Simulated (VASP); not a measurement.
Computed with PBEsol GGA, VASP's PBE PAW potentials (set 64) (plane waves; VASP).

A VASP calculation is set up with these files.

**INCAR**
```
SYSTEM = PbO
PREC = Accurate; ENCUT = 600; LREAL = .FALSE.
LASPH = .TRUE.
EDIFF = 1E-7; NELM = 100; ALGO = Normal
LMAXMIX = 4
ISMEAR = 0; SIGMA = 0.05
GGA = PS
ISIF = 2
LWAVE = .FALSE.; LCHARG = .FALSE.
```

**KPOINTS**
```
Automatic mesh
0
Gamma
6 6 4
0 0 0
```

**POSCAR**
```
PbO
10.0638060
  0.3964425533   0.0000000000   0.0000000000
  0.0000000000   0.3964425533   0.0000000000
  0.0000000000   0.0000000000   0.5000000017
Pb O
2 2
direct
  0.5000000000   0.0000000000   0.7642971502
  0.0000000000   0.5000000000   0.2357028498
  0.5000000000   0.5000000000   0.0000000000
  0.0000000000  -0.0125322048   0.0000000000
```

POTCAR, in this order: Pb_d O (PBE.64 set). Program: vasp_std.

Output of the run:

**OSZICAR**
```
       N       E                     dE             d eps       ncg     rms          rms(c)
DAV:   1     0.466917349529E+03    0.46692E+03   -0.22045E+04  2688   0.218E+03
DAV:   2     0.355285840513E+02   -0.43139E+03   -0.42464E+03  2824   0.515E+02
DAV:   3    -0.249317814157E+02   -0.60460E+02   -0.58815E+02  3712   0.200E+02
DAV:   4    -0.269067636735E+02   -0.19750E+01   -0.19739E+01  2904   0.406E+01
DAV:   5    -0.269801779853E+02   -0.73414E-01   -0.73404E-01  3824   0.755E+00    0.114E+01
DAV:   6    -0.230916986116E+02    0.38885E+01   -0.31461E+01  4280   0.440E+01    0.525E+00
DAV:   7    -0.229122610458E+02    0.17944E+00   -0.29779E+00  3504   0.132E+01    0.249E+00
DAV:   8    -0.229055404079E+02    0.67206E-02   -0.87427E-01  3744   0.673E+00    0.137E+00
DAV:   9    -0.228683585229E+02    0.37182E-01   -0.20350E-01  4216   0.390E+00    0.257E-01
DAV:  10    -0.228703321240E+02   -0.19736E-02   -0.18854E-02  2920   0.851E-01    0.645E-02
DAV:  11    -0.228703512603E+02   -0.19136E-04   -0.21780E-03  4744   0.373E-01    0.776E-02
DAV:  12    -0.228702880785E+02    0.63182E-04   -0.21580E-04  3752   0.166E-01    0.473E-02
DAV:  13    -0.228702661517E+02    0.21927E-04   -0.25886E-04  4352   0.139E-01    0.113E-02
DAV:  14    -0.228702642459E+02    0.19058E-05   -0.39756E-05  4072   0.668E-02    0.389E-03
DAV:  15    -0.228702637668E+02    0.47915E-06   -0.41670E-06  3760   0.244E-02    0.923E-04
DAV:  16    -0.228702639421E+02   -0.17537E-06   -0.32357E-07  2856   0.547E-03    0.279E-04
DAV:  17    -0.228702640209E+02   -0.78739E-07   -0.14829E-08  1696   0.143E-03
   1 F= -.22870264E+02 E0= -.22870264E+02  d E =-.773237E-14
```

**OUTCAR**
```
------------------------ aborting loop because EDIFF is reached ----------------------------------------
  FORCE on cell =-STRESS in cart. coord.  units (eV):
  Direction    XX          YY          ZZ          XY          YZ          ZX
  --------------------------------------------------------------------------------------
  Total       -0.0013933      0.0442530      0.0171317      0.0000000     -0.1898638      0.0000000
  in kB       -0.0278699      0.8851894      0.3426848      0.0000000     -3.7978288      0.0000000
  external PRESSURE =       0.4000014 kB  Pullay stress =       0.0000000 kB
  volume of cell :       80.10
      direct lattice vectors                 reciprocal lattice vectors
     3.989720947  0.000000000  0.000000000     0.250644096  0.000000000  0.000000000
     0.000000000  3.989720947  0.000000000     0.000000000  0.250644096  0.000000000
     0.000000000  0.000000000  5.031903017     0.000000000  0.000000000  0.198731970
 POSITION                                       TOTAL-FORCE (eV/Angst)
 -----------------------------------------------------------------------------------
      1.99486      0.00000      3.84587         0.000000     -0.026107      0.019530
      0.00000      1.99486      1.18603         0.000000     -0.154091      0.003041
      1.99486      1.99486      0.00000         0.000000     -0.152424      0.002019
      0.00000      3.93972      0.00000         0.000000      0.332622     -0.024590
 -----------------------------------------------------------------------------------
    total drift:                                0.000000     -0.000109      0.000005
  FREE ENERGIE OF THE ION-ELECTRON SYSTEM (eV)
  ---------------------------------------------------
  free  energy   TOTEN  =       -22.8702640209 eV

  energy  without entropy=      -22.8702640209  energy(sigma->0) =      -22.87026402
```
(Selected blocks of OUTCAR.)

Without a dispersion term in the relaxation, distances and binding between the weakly bound layers, chains or molecules are unreliable, and so is what depends on them.

The compound is PbO in the litharge structure. This cell was strained or had an atom moved on purpose.
